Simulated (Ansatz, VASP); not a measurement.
**Cross-check of MgCd3S4 between VASP and Ansatz**

One calculation is typed for both programs; each brings its own data sets. How far apart do they land? The cell is generated by rule, not measured, and may not be a known phase. The cell is taken from a series of runs on this material, whose earlier steps may have relaxed, scaled, displaced or heated it; both programs get it as it stands.

Program: Ansatz 0.2.0. Level of theory: plane waves, with VASP 6.6.1 beside it; relaxation of cell and atoms at PBEsol. Results are calculated unless marked as measured.

### Step 1. The structure

Symmetry: P-4m2, No. 115, tetragonal system. The conventional cell has a = 4.094 Å, b = 4.094 Å, c = 11.517 Å, α = 90.00°, β = 90.00°, γ = 90.00°. Cd has 4 S at 2.52 Å nearest. Nearest to Cd lie 4 S at 2.52 Å. Nearest to Mg lie 4 S at 2.45 Å. S has 4 Cd at 2.52 Å nearest. Nearest to S lie 2 Mg at 2.45 Å and 2 Cd at 2.52 Å. Farther neighbours and most contacts between anions are not listed.

### Step 2. VASP: relaxation of cell and atoms, PBEsol, pair 1

The relaxed volume is the usual yardstick between codes: in a stiff, nearly cubic crystal its relative difference is about their pressure difference at one cell divided by the bulk modulus.

Lines of VASP's logs that name or quote its potential files are left out, and so is its time.

INCAR reads:

```
SYSTEM = MgCd3S4
PREC = Accurate
ENCUT = 600
EDIFF = 1E-07
NELM = 120
ISMEAR = 0
SIGMA = 0.01
LREAL = .FALSE.
ALGO = Normal
GGA = PS
NBANDS = 39
LORBIT = 11
LWAVE = .FALSE.
LCHARG = .FALSE.
ISIF = 3
IBRION = 2
NSW = 80
EDIFFG = -0.005
LASPH = .TRUE.
GGA_COMPAT = .FALSE.
NELMIN = 4
EFERMI = MIDGAP
KPAR = 2
```

POSCAR reads:

```
MgCd3S4
1.0
    2.8948060000      2.8948060000      0.0000000000
   -2.8948060000      2.8948060000      0.0000000000
    0.0000000000      0.0000000000     11.5174940000
Cd Mg S
3 1 4
Direct
    0.0000000000      0.0000000000      0.9949061836
    0.5000000000      0.5000000000      0.2500000434
    0.0000000000      0.0000000000      0.5050938164
    0.5000000000      0.5000000000      0.7500000434
    0.5000001727      0.0000001727      0.1225120673
    0.0000000000      0.5000000000      0.3774880195
    0.5000001727      0.0000001727      0.6329222312
    0.0000000000      0.5000000000      0.8670777688
```

KPOINTS reads:

```
Automatic mesh
0
Gamma
8 8 2
0 0 0
```

The projector-augmented-wave data sets are Cd, Mg and S (PBE family, release 64).

Launch:

```sh
$ mpirun -np 2 vasp_std
```

Numbers of over 12 decimals in the logs are rounded to 6 here.

The program printed:

```text
[banner, memory and clock lines left out]
running    2 mpi-ranks, on    1 nodes
 distrk:  each k-point on    1 cores,    2 groups
 distr:  one band on    1 cores,    1 groups

 POSCAR found type information on POSCAR CdMgS
 POSCAR found :  3 types and       8 ions
|                                                                             |
|               ----> ADVICE to this user running VASP <----                  |
|                                                                             |
|     You enforced a specific xc type in the INCAR file but a different       |
|     [... a line on the potential file left out ...]
|     I HOPE YOU KNOW WHAT YOU ARE DOING!                                     |
|                                                                             |

 LDA part: xc-table for (Slater+PW92), standard interpolation
 POSCAR, INCAR and KPOINTS ok, starting setup
 FFT: planning ... GRIDC
 FFT: planning ... GRID_SOFT
 FFT: planning ... GRID
 WAVECAR not read
 entering main loop
       N       E                     dE             d eps       ncg     rms          rms(c)
DAV:   1     0.457571685814E+03    0.45757E+03   -0.31544E+04  2340   0.161E+03
DAV:   2     0.297639272121E+01   -0.45460E+03   -0.43664E+03  2636   0.357E+02
DAV:   3    -0.308290525714E+02   -0.33805E+02   -0.33556E+02  2793   0.935E+01
DAV:   4    -0.314246233805E+02   -0.59557E+00   -0.59488E+00  2732   0.122E+01
DAV:   5    -0.314347733224E+02   -0.10150E-01   -0.10149E-01  2844   0.157E+00    0.140E+01
DAV:   6    -0.294222163527E+02    0.20126E+01   -0.45705E+00  3004   0.183E+01    0.112E+01
DAV:   7    -0.293785228545E+02    0.43693E-01   -0.19761E+00  2741   0.630E+00    0.478E+00
DAV:   8    -0.293576243797E+02    0.20898E-01   -0.31416E-01  2599   0.443E+00    0.944E-01
DAV:   9    -0.293550664556E+02    0.25579E-02   -0.41329E-02  2742   0.214E+00    0.284E-01
DAV:  10    -0.293549031796E+02    0.16328E-03   -0.25502E-03  2621   0.448E-01    0.119E-01
DAV:  11    -0.293550022957E+02   -0.99116E-04   -0.50794E-04  2792   0.128E-01    0.681E-02
DAV:  12    -0.293550907905E+02   -0.88495E-04   -0.12603E-04  2614   0.574E-02    0.270E-02
DAV:  13    -0.293551052066E+02   -0.14416E-04   -0.45534E-05  2494   0.406E-02    0.799E-03
DAV:  14    -0.293551071925E+02   -0.19859E-05   -0.70732E-06  2760   0.159E-02    0.989E-03
DAV:  15    -0.293551072109E+02   -0.18417E-07   -0.65277E-07  2449   0.426E-03
   1 F= -.29355107E+02 E0= -.29355107E+02  d E =-.293551E+02
[...]
2 F= -.29355953E+02 E0= -.29355953E+02  d E =-.846134E-03
[...]
3 F= -.29356020E+02 E0= -.29356020E+02  d E =-.912925E-03
[...]
4 F= -.29356096E+02 E0= -.29356096E+02  d E =-.759052E-04
[...]
5 F= -.29356162E+02 E0= -.29356162E+02  d E =-.141419E-03
[...]
6 F= -.29356201E+02 E0= -.29356201E+02  d E =-.397244E-04
[...]
7 F= -.29356229E+02 E0= -.29356229E+02  d E =-.675409E-04
 curvature:  -2.74 expect dE=-0.366E-04 dE for cont linesearch -0.709E-07
 trial: gam= 0.41163 g(F)=  0.125E-04 g(S)=  0.847E-06 ort =-0.113E-05 (trialstep = 0.188E+01)
 search vector abs. value=  0.208E-04
 bond charge predicted
       N       E                     dE             d eps       ncg     rms          rms(c)
DAV:   1    -0.293562457965E+02   -0.16643E-04   -0.59612E-03  2354   0.373E-01    0.478E-02
DAV:   2    -0.293562453962E+02    0.40026E-06   -0.23331E-04  2690   0.873E-02    0.190E-02
DAV:   3    -0.293562420501E+02    0.33461E-05   -0.71605E-06  2841   0.184E-02    0.133E-02
DAV:   4    -0.293562411889E+02    0.86115E-06   -0.34360E-06  2749   0.119E-02    0.426E-03
DAV:   5    -0.293562414155E+02   -0.22651E-06   -0.92109E-07  2494   0.649E-03    0.234E-03
DAV:   6    -0.293562414853E+02   -0.69872E-07   -0.52707E-08  1331   0.155E-03
   8 F= -.29356241E+02 E0= -.29356241E+02  d E =-.123895E-04
 trial-energy change:   -0.000012  1 .order   -0.000012   -0.000024   -0.000000
 step:   1.9163(harm=  1.9163)  dis= 0.00120  next Energy=   -29.356241 (dE=-0.124E-04)
 reached required accuracy - stopping structural energy minimisation
```

From OUTCAR (step 2):

```text
ion  position               nearest neighbor table
   1  0.000  0.000  0.995-   5 2.52   5 2.52   8 2.52   8 2.52
   2  0.500  0.500  0.250-   5 2.52   6 2.52   6 2.52   5 2.52
   3  0.000  0.000  0.505-   6 2.52   6 2.52   7 2.52   7 2.52
   4  0.500  0.500  0.750-   7 2.45   8 2.45   8 2.45   7 2.45
   5  0.500  0.000  0.123-   2 2.52   2 2.52   1 2.52   1 2.52
   6  0.000  0.500  0.377-   2 2.52   2 2.52   3 2.52   3 2.52
   7  0.500  0.000  0.633-   4 2.45   4 2.45   3 2.52   3 2.52
   8  0.000  0.500  0.867-   4 2.45   4 2.45   1 2.52   1 2.52

  LATTYP: Found a simple tetragonal cell.
 ALAT       =     4.0938739056
 C/A-ratio  =     2.8133484972

 Subroutine GETGRP returns: Found  8 space group operations
 (whereof  4 operations were pure point group operations)

The static configuration has the point symmetry C_2v.
 The point group associated with its full space group is D_2d.

 Found     30 irreducible k-points:

   k-points           NKPTS =     30   k-points in BZ     NKDIM =     30   number of bands    NBANDS=     39

   dimension x,y,z NGX =    36 NGY =   36 NGZ =   96
   dimension x,y,z NGXF=    72 NGYF=   72 NGZF=  192

   ENCUT  =  600.0 eV  44.10 Ry    6.64 a.u.   8.18  8.18 23.00*2*pi/ulx,y,z

   NELECT =      62.0000    total number of electrons

 k-points in reciprocal lattice and weights: Automatic mesh
   0.00000000  0.00000000  0.00000000       0.008
   0.12500000  0.00000000  0.00000000       0.031
   0.25000000  0.00000000  0.00000000       0.031
   0.37500000  0.00000000  0.00000000       0.031
   0.50000000  0.00000000  0.00000000       0.016
   0.12500000  0.12500000  0.00000000       0.031
   0.25000000  0.12500000  0.00000000       0.062
   0.37500000  0.12500000  0.00000000       0.062
   0.50000000  0.12500000  0.00000000       0.031
[...]
0.50000000  0.37500000  0.50000000       0.031
   0.50000000  0.50000000  0.50000000       0.008

 average (electrostatic) potential at core
       1 -39.0367       2 -39.0203       3 -39.0368       4 -38.7372       5 -89.1440
       6 -89.1441       7 -88.8987       8 -88.8987

 E-fermi :   1.9529

 k-point     1 :       0.0000    0.0000    0.0000
  band No.  band energies     occupation
    ...
     27       0.3760      2.00000
     28       0.3760      2.00000
     29       1.1525      2.00000
     30       1.2269      2.00000
     31       1.2269      2.00000
     32       2.6788      0.00000
     33       4.6607      0.00000
     34       5.0671      0.00000
     35       5.1252      0.00000
     36       5.7325      0.00000
    ...

 k-point     2 :       0.1250    0.0000    0.0000
  band No.  band energies     occupation
    ...
     27       0.3143      2.00000
     28       0.4086      2.00000
     29       0.6172      2.00000
     30       1.0059      2.00000
     31       1.1900      2.00000
     32       3.2826      0.00000
     33       4.9367      0.00000
     34       5.1231      0.00000
     35       5.3131      0.00000
     36       6.0698      0.00000
    ...

 k-point     3 :       0.2500    0.0000    0.0000
  band No.  band energies     occupation
    ...
     27       0.2473      2.00000
     28       0.3968      2.00000
     29       0.4898      2.00000
     30       0.5857      2.00000
     31       1.0718      2.00000
     32       4.1623      0.00000
     33       4.8704      0.00000
     34       5.2478      0.00000
     35       5.5741      0.00000
     36       6.8597      0.00000
    ...

  Total        0.0094113      0.0094113      0.0026721      0.0000000      0.0000000      0.0000000
  in kB        0.0777847      0.0777847      0.0220853      0.0000000      0.0000000      0.0000000
  external PRESSURE =       0.0592182 kB  Pullay stress =       0.0000000 kB

  energy-cutoff  :      600.00
  volume of cell :      193.85
      direct lattice vectors                 reciprocal lattice vectors
     2.900042211  2.900042211  0.000000000     0.172411284  0.172411284  0.000000000
    -2.900042211  2.900042211  0.000000000    -0.172411284  0.172411284  0.000000000
     0.000000000  0.000000000 11.524627552     0.000000000  0.000000000  0.086770700

 POSITION                                       TOTAL-FORCE (eV/Angst)
 -----------------------------------------------------------------------------------
      0.00000      0.00000     11.46071         0.000000      0.000000      0.001326
      0.00000      2.90004      2.88116        -0.000000     -0.000000     -0.000000
      0.00000      0.00000      5.82623         0.000000      0.000000     -0.001326
      0.00000      2.90004      8.64347        -0.000000     -0.000000     -0.000000
      1.45002      1.45002      1.40946        -0.000000     -0.000000     -0.000581
     -1.45002      1.45002      4.35286        -0.000000     -0.000000      0.000581
      1.45002      1.45002      7.30216        -0.000000     -0.000000      0.000030
     -1.45002      1.45002      9.98478        -0.000000     -0.000000     -0.000030
 -----------------------------------------------------------------------------------
    total drift:                                0.000095     -0.001055      0.000870

  FREE ENERGIE OF THE ION-ELECTRON SYSTEM (eV)
  ---------------------------------------------------
  free  energy   TOTEN  =       -29.3562414853 eV

  energy  without entropy=      -29.3562414853  energy(sigma->0) =      -29.35624149

 reached required accuracy - stopping structural energy minimisation

 total charge
# of ion       s       p       d       tot
------------------------------------------
    1        0.430   0.333   9.560  10.324
    2        0.432   0.333   9.561  10.326
    3        0.430   0.333   9.560  10.324
    4        0.166   0.145   0.038   0.349
    5        1.317   2.376   0.000   3.693
    6        1.317   2.376   0.000   3.693
    7        1.311   2.428   0.000   3.739
    8        1.311   2.428   0.000   3.739
--------------------------------------------------
tot          6.714  10.752  28.720  46.187

[... 3 further parts left out ...]
```

CONTCAR:

```
MgCd3S4
   1.00000000000000
     2.9000422107024724    2.9000422107024724    0.0000000000000000
    -2.9000422107024724    2.9000422107024724    0.0000000000000000
     0.0000000000000000    0.0000000000000000   11.5246275522271624
  Cd              Mg              S
     3     1     4
Direct
     0.0000000000000000    0.0000000000000000    0.9944536295931312
     0.5000000000000000    0.5000000000000000    0.2500000434000000
     0.0000000000000000    0.0000000000000000    0.5055463704068688
     0.5000000000000000    0.5000000000000000    0.7500000434000000
     0.5000001726999983    0.0000001726999983    0.1222996912872662
     0.0000000000000000    0.5000000000000000    0.3777003955127339
     0.5000001726999983    0.0000001726999983    0.6336137533137715
     0.0000000000000000    0.5000000000000000    0.8663862466862285
```

[end of part 1 of 2]

[Lines on the potential files, build, host, timing and source positions are cut from VASP's logs without a mark.]

[Logs are printed without paths, hosts, clocks, repeated set-up lines and the standing remarks that a program may print on its own settings, such as how far it seeks lower states.]

[Hosts, paths, dates, database ids (printed as entryN), source tags and the programs' standing remarks are cut or masked in the printed files.]
